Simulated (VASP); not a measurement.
Input:

```yaml
crystal:
  lattice:
    - [0.00000, 3.40510, 3.40510]
    - [3.40510, 0.00000, 3.40510]
    - [3.40510, 3.40510, 0.00000]
  atoms:
    - { symbol: Mg, position: [0.25000, 0.25000, 0.25000] }
    - { symbol: Mg, position: [0.75000, 0.75000, 0.75000] }
    - { symbol: Sn, position: [0.00000, 0.00000, 0.00000] }
```

Computed with PBE GGA, VASP's PBE PAW potentials (set 64) (plane waves; VASP). Numerical set-up: 520 eV cut-off, 5×5×5 Γ-centred mesh, Gaussian smearing of 0.050 eV, potentials Mg Sn_d.

Unless said otherwise, spin-orbit coupling is left out, though it shifts the bands of the heavy elements here.

Question: What does the run give for the energy per atom (σ→0), band gap (on the k-mesh) with the smallest direct gap where there is one?

Answer: 
The band gap (on the k-mesh) is none (metal, semimetal or under 0.01 eV) and the energy per atom (σ→0) comes out as -2.454 eV/atom.

The absolute energy has meaning only against runs of the same code, potentials and settings.

The compound is Mg2Sn in the antifluorite structure. It was relaxed first. The k-mesh is coarse (spacing up to 0.32 per Å, 2π included), so the numbers may not be converged in it.
